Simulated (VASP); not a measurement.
# Ti3B6N in VASP: single point with PBE

Aim: the single point of Ti3B6N with PBE.

Program: VASP 6.6.1. These are calculated values, not measurements. Logs are shortened: lines on timing, memory, paths and dates and some standing lists are left out, and cuts for length are marked.

## (1) The cell of the first run

The cell holds a slab with vacuum, 10 atoms: a = 3.032 Å, b = 4.425 Å, c = 21.637 Å, α = 90.00°, β = 90.00°, γ = 110.03°.

## (2) Single point, PBE (N at 2/8 of the diagonal of the surface cell, 1.36 Å above the top plane)

File INCAR:

```
SYSTEM = Ti3B6N
PREC     = Accurate       ! precision mode
ENCUT    = 520            ! plane-wave cutoff, eV
EDIFF    = 1E-6           ! SCF threshold, eV
ISMEAR   = 0              ! smearing method
SIGMA    = 0.1            ! smearing width, eV
LREAL    = .False.        ! projectors in reciprocal space
LASPH    = .True.         ! aspherical terms in the spheres
NELM     = 100            ! most SCF steps
ALGO     = Fast           ! electronic algorithm
ISIF     = 2              ! what is computed and relaxed
LWAVE    = .False.        ! write WAVECAR
LCHARG   = .False.        ! write CHGCAR
LDIPOL   = .True.       
IDIPOL   = 3            
DIPOL    = 0.5 0.5 0.311
GGA      = PE             ! functional
NBANDS   = 40             ! bands
```

File KPOINTS:

```
Automatic mesh
0
Gamma
  9 7 1
  0 0 0
```

File POSCAR:

```
Ti3B6N
1.0
    3.0321012950      0.0000000000      0.0000000000
   -1.5160506475      4.1575960387      0.0000000000
    0.0000000000      0.0000000000     21.6365012870
B Ti N
6 3 1
Direct
    0.4162083558      0.8324167117      0.1848727734
    0.9826916982      0.9653833964      0.2162373473
    0.1156583829      0.2313167658      0.2789664953
    0.6841555002      0.3682035919      0.3103241285
    0.8188849641      0.6374753617      0.3780133493
    0.3948399341      0.7893602615      0.3991634864
    0.6994500270      0.3989000541      0.2005550604
    0.3994230469      0.7987873805      0.2937076121
    0.0978377712      0.1958824013      0.3870006528
    0.6448399341      1.0393602615      0.4620202294
```

Potentials or basis: VASP PAW PBE potentials, release 64 (B, Ti_sv, N).

Started as:

```bash
$ cat potpaw_PBE.64/B/POTCAR potpaw_PBE.64/Ti_sv/POTCAR potpaw_PBE.64/N/POTCAR > POTCAR
$ mpirun -np 1 vasp_std > vasp.out
```

OUTCAR:

```text
SYSTEM = Ti3B6N
   PREC = Accurate
   ENCUT = 520
   EDIFF = 1E-6
   ISMEAR = 0
   LREAL = .False.
   LASPH = .True.
   NELM = 100
   ISIF = 2
   GGA = PE

 ion  position               nearest neighbor table
   1  0.416  0.832  0.185-   2 1.75   2 1.75   8 2.36   7 2.38   7 2.38   7 2.38
   2  0.983  0.965  0.216-   1 1.75   1 1.75   3 1.75   8 2.36   8 2.36   7 2.38   7 2.38   7 2.38

   3  0.116  0.231  0.279-   2 1.75   4 1.76   4 1.76   9 2.34   8 2.37   8 2.37   7 2.38   7 2.38
                             8 2.38
   4  0.684  0.368  0.310-   3 1.76   3 1.76   5 1.84   9 2.36   9 2.36   8 2.37   8 2.37   7 2.38
                             8 2.39
   5  0.819  0.637  0.378-   6 1.70   6 1.70   4 1.84   9 2.33   9 2.39   9 2.39   8 2.46   8 2.47

   6  0.395  0.789  0.399-   5 1.70   5 1.70  10 1.75   8 2.28   9 2.29   9 2.29   9 2.48
   7  0.699  0.399  0.201-   4 2.38   2 2.38   2 2.38   1 2.38   1 2.38   2 2.38   1 2.38   3 2.38
                             3 2.38
   8  0.399  0.799  0.294-   6 2.28   1 2.36   2 2.36   2 2.36   4 2.37   4 2.37   3 2.37   3 2.37
                             3 2.38   4 2.39   5 2.46   5 2.47
   9  0.098  0.196  0.387-  10 2.09   6 2.29   6 2.29   5 2.33   3 2.34   4 2.36   4 2.36   5 2.39
                             5 2.39   6 2.48
  10  0.645  0.039  0.462-   6 1.75   9 2.09

  LATTYP: Found a base centered orthorhombic cell.
 ALAT       =     3.0321012950
 B/A-ratio  =     2.7423859787
 C/A-ratio  =     7.1358108394

  Lattice vectors:

 A1 = (   1.5160506475,  -4.1575960387,   0.0000000000)
 A2 = (   1.5160506475,   4.1575960387,   0.0000000000)
 A3 = (   0.0000000000,   0.0000000000,  21.6365012870)

Analysis of symmetry for initial positions (statically):
=====================================================================
 Subroutine PRICEL returns:
 Original cell was already a primitive cell.

 Routine SETGRP: Setting up the symmetry group for a
 base centered orthorhombic supercell.

 Subroutine GETGRP returns: Found  1 space group operations
 (whereof  1 operations were pure point group operations)
 out of a pool of  8 trial point group operations.

The static configuration has the point symmetry C_1 .

Analysis of symmetry for dynamics (positions and initial velocities):
=====================================================================
 Subroutine PRICEL returns:
 Original cell was already a primitive cell.

 Routine SETGRP: Setting up the symmetry group for a
 base centered orthorhombic supercell.

 Subroutine GETGRP returns: Found  1 space group operations
 (whereof  1 operations were pure point group operations)
 out of a pool of  8 trial point group operations.

[... 158 lines left out ...]
     AMIX_MAG =   1.60;   BMIX_MAG =  1.00
  volume/ion in A,a.u.               =      27.28       184.06
  Fermi-wavevector in a.u.,A,eV,Ry     =   0.982731  1.857092 13.139956  0.965759
  Thomas-Fermi vector in A             =   2.113835
   LORBIT       =      0    0 simple, 1 ext, 2 COOP (PROOUT), +10 PAW based schemes
   GGA     = PE    functional components
   LHFCALC =     F    Hartree Fock is set to
   AEXX    =    0.0000 exact exchange contribution
   IVDW    =     0    specifies the selected vdW correction
   LEPSILON=     F    determine dielectric tensor
   LRPA    =     F    only Hartree local field effects (RPA)
 non-spin polarized calculation
 RMM-DIIS sequential band-by-band and
 Gauss-broadening in eV      SIGMA  =   0.10
  energy-cutoff  :      520.00
  volume of cell :      272.76
 maximum number of plane-waves:      7387
   NGX = 11   NGY = 17   NGZ = 81

 dipolmoment           0.000000      0.000000     -0.657459 electrons x Angstroem

 number of electron      59.0000000 magnetization

 dipolmoment           0.000000      0.000000      0.210839 electrons x Angstroem

 Free energy of the ion-electron system (eV)
  ---------------------------------------------------
  ext. energy  EPLUGINS =         0.00000000
  ---------------------------------------------------
  free energy    TOTEN  =       -75.46486889 eV

  energy without entropy =      -75.44443002  energy(sigma->0) =      -75.45464946

 E-fermi :  -1.3082     XC(G=0):  -4.8507

 val. band max:       -1.3148492704   @ k =  -0.2222   0.4286   0.0000
 cond. band min:      -1.3048755476   @ k =  -0.3333   0.4286   0.0000
 fundamental gap:      0.0099737228
 Fermi energy:        -1.3081710268

 k-point     1 :       0.0000    0.0000    0.0000
  band No.  band energies     occupation
      1     -58.1440      2.00000
      2     -57.9631      2.00000
      3     -57.9231      2.00000
      4     -34.6103      2.00000
      5     -34.4154      2.00000
      6     -34.3771      2.00000
[... 1021 lines left out ...]
     39       1.6272      0.00000
     40       1.8995      0.00000

 [... further k-points ...]

------------------------ aborting loop because EDIFF is reached ----------------------------------------

 vacuum level on the upper side and lower side of the slab       (xc-potential included)         1.449        -1.503

  FORCE on cell =-STRESS in cart. coord.  units (eV):
  Direction    XX          YY          ZZ          XY          YZ          ZX
  --------------------------------------------------------------------------------------
  -------------------------------------------------------------------------------------
  Total       -2.2987800     -3.9431261     -7.1610588     -1.3820537     -1.5645565     -1.5246173
  in kB      -13.5031462    -23.1621151    -42.0644088     -8.1182509     -9.1902813     -8.9556766
  external PRESSURE =     -26.2432233 kB  Pullay stress =       0.0000000 kB

 VOLUME and BASIS-vectors are now :
 -----------------------------------------------------------------------------
  energy-cutoff  :      520.00
  volume of cell :      272.76
      direct lattice vectors                 reciprocal lattice vectors
     3.032101295  0.000000000  0.000000000     0.329804285  0.120261804  0.000000000
    -1.516050647  4.157596039  0.000000000     0.000000000  0.240523608  0.000000000
     0.000000000  0.000000000 21.636501287     0.000000000  0.000000000  0.046218193

 POSITION                                       TOTAL-FORCE (eV/Angst)
 -----------------------------------------------------------------------------------
     -0.00000      3.46085      4.00000         0.025457     -0.576667      1.107348
      1.51605      4.01367      4.67862        -0.044292     -0.400947     -1.503152
      0.00000      0.96172      6.03586         0.030717      0.250644     -0.329878
      1.51621      1.53084      6.71433         0.252185      0.150950     -0.095616
      1.51650      2.65037      8.17889         0.095006     -0.284095     -1.209547
      0.00048      3.28184      8.63650         0.889448      0.812852      3.357246
      1.51605      1.65847      4.33931         0.024200      0.748008      0.293327
      0.00009      3.32104      6.35481         0.117984      0.136224      0.196710
     -0.00031      0.81440      8.37334        -0.795168      0.214551      3.290273
      1.89555      0.16364      9.99650        -0.595538     -1.051520     -5.106710
 -----------------------------------------------------------------------------------
    total drift:                               -0.000027     -0.000715      0.000153

  FREE ENERGIE OF THE ION-ELECTRON SYSTEM (eV)
  ---------------------------------------------------
  free  energy   TOTEN  =       -75.4648688942 eV

  energy  without entropy=      -75.4444300235  energy(sigma->0) =      -75.45464946

 vacuum level on the upper side and lower side of the slab         6.272         3.246
```

OSZICAR:

```text
N       E                     dE             d eps       ncg     rms          rms(c)
DAV:   1     0.632630875192E+03    0.63263E+03   -0.29167E+04  2880   0.136E+03
DAV:   2    -0.862647539598E+01   -0.64126E+03   -0.62261E+03  2976   0.413E+02
DAV:   3    -0.827442375294E+02   -0.74118E+02   -0.72805E+02  4024   0.136E+02
[... 49 lines left out ...]
RMM:  53    -0.754648660527E+02   -0.81873E-06   -0.12241E-05  2911   0.118E-02    0.188E-03
RMM:  54    -0.754648668274E+02   -0.77467E-06   -0.11589E-05  2875   0.115E-02    0.196E-03
RMM:  55    -0.754648675660E+02   -0.73863E-06   -0.11026E-05  2849   0.112E-02    0.203E-03
RMM:  56    -0.754648682320E+02   -0.66600E-06   -0.10063E-05  2768   0.109E-02    0.209E-03
RMM:  57    -0.754648688942E+02   -0.66221E-06   -0.99905E-06  2854   0.107E-02
   1 F= -.75464869E+02 E0= -.75454649E+02  d E =-.204389E-01
```

It took 27 min on 1 thread of Intel Xeon Platinum 8488C (Sapphire Rapids), shared host; peak memory 0.51 GiB.

What came out:

| Property | Result |
| --- | --- |
| Free energy | -75.4649 eV |
| Largest force | 5.248 eV/Å |
| Band gap on the k mesh | none (metal or under the smearing width) |

Forces in eV/Å, atoms in the order of the input:
```
B    0.025 -0.577  1.107
B   -0.044 -0.401 -1.503
B    0.031  0.251 -0.330
B    0.252  0.151 -0.096
B    0.095 -0.284 -1.210
B    0.889  0.813  3.357
Ti   0.024  0.748  0.293
Ti   0.118  0.136  0.197
Ti  -0.795  0.215  3.290
N   -0.596 -1.052 -5.107
```

Levels at points of the mesh, in eV from the Fermi level:
| k point | band 26 | band 27 | band 28 | band 29 | band 30 | band 31 | band 32 | band 33 | band 34 | band 35 |
| --- | --- | --- | --- | --- | --- | --- | --- | --- | --- | --- |
| (0.00, 0.00, 0.00) | -1.87 | -1.28 | -1.01 | -0.46 | -0.23 | 0.73 | 1.47 | 1.79 | 2.10 | 2.31 |
